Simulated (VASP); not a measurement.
# A VASP study of CaC4O4 (PBEsol): structure first, properties next, part 7 of 7

Aim: relax CaC4O4 with PBEsol, compute its properties on that cell and hold them against experiment. The start is a computed cell from the Materials Project.

VASP 6.6.1; PBEsol; plane waves and PAW (Ca_sv, C, O).

So far, gap on the k-mesh (eV): 3.70 in steps 2, 6 and 7. The relaxed cell has a = 6.895, c = 10.227 Å (conventional setting).

### Step 8. Dielectric tensor and Born charges (PBEsol) (continued)

OUTCAR, selected parts (step 8):

```text
   k-points           NKPTS =     40   k-points in BZ     NKDIM =     40   number of bands    NBANDS=     68

   NELECT =     100.0000    total number of electrons

  Total        0.0121804      0.0121804      0.0257942      0.0000000      0.0000000      0.0000000
  in kB        0.0802686      0.0802686      0.1699829      0.0000000      0.0000000      0.0000000
  external PRESSURE =       0.1101733 kB  Pullay stress =       0.0000000 kB

 POSITION                                       TOTAL-FORCE (eV/Angst)
 -----------------------------------------------------------------------------------
      0.00000      0.00000      5.11346         0.000000     -0.000000     -0.000000
      3.44768      0.00000      2.55673         0.000000     -0.000000     -0.000000
      0.00000      0.00000      0.60874         0.000000      0.000000      0.007441
      0.00000      3.44768      3.16546        -0.000000     -0.000000      0.007441
      0.00000      3.44768      1.94799         0.000000     -0.000000     -0.007441
      0.00000      0.00000      9.61818         0.000000     -0.000000     -0.007441
      0.00000      0.00000      2.04509        -0.000000      0.000000     -0.003380
     -0.00000      3.44768      4.60182         0.000000     -0.000000     -0.003380
      0.00000      3.44768      0.51164         0.000000     -0.000000      0.003380
      0.00000      0.00000      8.18182        -0.000000      0.000000      0.003380
      1.11068      0.00000      2.65246        -0.000298      0.000000      0.001070
      3.44768      1.11068      0.09573         0.000000     -0.000298      0.001070
     -0.00000      2.33700      5.20919         0.000000      0.000298      0.001070
      2.33700      3.44768     -2.46099         0.000298      0.000000      0.001070
      2.33700      0.00000      5.01772         0.000298     -0.000000     -0.001070
      3.44768      2.33700      2.46099        -0.000000      0.000298     -0.001070
      0.00000      1.11068      7.57445        -0.000000     -0.000298     -0.001070
      1.11068      3.44768     -0.09573        -0.000298     -0.000000     -0.001070
 -----------------------------------------------------------------------------------
    total drift:                               -0.000000     -0.000000      0.000000

 MACROSCOPIC STATIC DIELECTRIC TENSOR (including local field effects in DFT)
 ------------------------------------------------------
           2.507704     0.000000     0.000000
           0.000000     2.507704    -0.000000
           0.000000     0.000000     3.952578
 ------------------------------------------------------

 PIEZOELECTRIC TENSOR (including local field effects)  for field in x, y, z        (C/m^2)
          XX          YY          ZZ          XY          YZ          ZX
  --------------------------------------------------------------------------------
  x    -0.00000     0.00000     0.00000     0.00000     0.00000     0.00000
  y     0.00000     0.00000     0.00000     0.00000     0.00000     0.00000
  z     0.00000     0.00000     0.00000     0.00000     0.00000     0.00000

 BORN EFFECTIVE CHARGES (including local field effects) (in |e|, cummulative output)
 ---------------------------------------------------------------------------------
 ion    1
    1     2.75390     0.00000     0.00000
    2    -0.00000     2.75390     0.00000
    3     0.00000     0.00000     2.90567
 ion    2
    1     2.75390     0.00000     0.00000
    2    -0.00000     2.75390     0.00000
    3     0.00000     0.00000     2.90567
 ion    3
    1    -0.11821     0.00000     0.00000
    2    -0.00000    -0.04789     0.00000
    3     0.00000     0.00000    -0.74000
 ion    4
    1    -0.04789     0.00000     0.00000
    2    -0.00000    -0.11821     0.00000
    3     0.00000     0.00000    -0.74000
 ion    5
    1    -0.11821     0.00000     0.00000
    2    -0.00000    -0.04789     0.00000
    3     0.00000     0.00000    -0.74000
 ion    6
    1    -0.04789     0.00000     0.00000
    2    -0.00000    -0.11821     0.00000
    3     0.00000     0.00000    -0.74000
[...]
2     0.00000    -0.63435     0.00000
    3     0.60129     0.00000    -1.73938

[... 7 parts as in an earlier step ...]

[... 3 further parts left out ...]
```

Energies printed during the response cycles are not total energies of the cell.

Numbers from this step:

| Item | Value |
| --- | --- |
| bands | 68 |
| irreducible k-points | 40 |
| Fermi energy | -0.4847 eV |
| pressure | 0.01102 GPa |
| valence top at k | -0.1429, 0.1429, 0.1429 |
| conduction bottom at k | -0.4286, 0.4286, 0.4286 |
| least direct gap at k | -0.4286, 0.4286, 0.4286 |
| gap on the k-mesh | 3.708 eV |

Electronic dielectric tensor with local fields:

```
2.51 0.00 0.00
0.00 2.51 0.00
0.00 0.00 3.95
```

Born effective charge (e), principal values of the symmetric part by kind of site:

```
atom  atoms with these values    low  middle   high   mean
 Ca1                        2   2.75    2.75   2.91   2.80
  C3                        4  -0.74   -0.12  -0.05  -0.30
  C7                        4   0.53    2.66   2.77   1.99
 O11                        8  -2.67   -1.32  -0.63  -1.54
```

In full for C7:

```
2.66 0.00 0.00
0.00 0.53 0.00
0.00 0.00 2.77
```

The Born charges sum to zero; the printed set may have that rule imposed, so this is no test. The Born charge of O depends strongly on direction, from -2.67 to -0.63 e, beside a nominal -2.

### Step 9. Summary of results

```json
{
 "relaxed volume": "13.51 Å³/atom",
 "relaxed conventional cell a, b, c": "6.895, 6.895, 10.227 Å",
 "space group after relaxing, within 0.02 Å": "I4_1/amd (No. 141)",
 "band gap": "3.70 eV, indirect (least direct gap of that run 3.76 eV)",
 "gap among the points of the DOS mesh alone, an upper bound": "3.70 eV",
 "strongest peak of ε2, mean over directions": "4.57 eV",
 "ε1 at zero frequency, no local fields, mean": "3.58",
 "electronic dielectric constant, mean": "2.99"
}
```

In words: With PBEsol, CaC4O4 relaxes to 13.51 Å³/atom in space group I4_1/amd (held by the symmetry of the run) and has an indirect gap of 3.70 eV. Band structure (PBEsol): The path shows an indirect gap of 3.70 eV (valence top between S and Γ, conduction bottom at Z). The least direct gap is 3.76 eV. Dielectric tensor and Born charges (PBEsol): The principal values of the electronic dielectric tensor with local fields are 2.51, 2.51 and 3.95. Dielectric tensor and Born charges (PBEsol): Mean Born effective charge: Ca1 2.80, C3 -0.30, C7 1.99, O11 -1.54 e. Semilocal functionals usually underestimate gaps. No search among competing phases was made, and a listed structure need not be the one stable at ambient conditions. All values are for a static lattice at zero temperature.

Computed beside measured:

| quantity | measured | PBEsol |
| --- | --- | --- |
| lattice constant a (Å) | 6.8778 | 6.895 (+0.3 %) |
| lattice constant c (Å) | 10.2011 | 10.227 (+0.3 %) |

Measured values from pmc:7065108 (2020).

**Verdict.** The lattice constant a is off by +0.3 %: good agreement. The lattice constant c is off by +0.3 %: good agreement. The grades are ours: good and fair within 0.7 and 1.5 % for the lattice constant a and 0.8 and 2 % for the lattice constant c. For lattice constants the calculation has a static lattice, without zero-point motion or thermal expansion (measured at up to 300 K).

[Lines on the potential files, build, host, timing and source positions are cut from VASP's logs without a mark.]

[Logs are printed without paths, hosts, clocks, repeated set-up lines and the standing remarks that a program may print on its own settings, such as how far it seeks lower states.]

[Hosts, paths, dates, database ids (printed as entryN), source tags and the programs' standing remarks are cut or masked in the printed files.]

[A measured line is paired with the nearest computed mode of its activity, which favours agreement.]

[In band tables of VASP the shares of atoms and orbitals are scaled to a sum of 1 inside the atoms' spheres.]
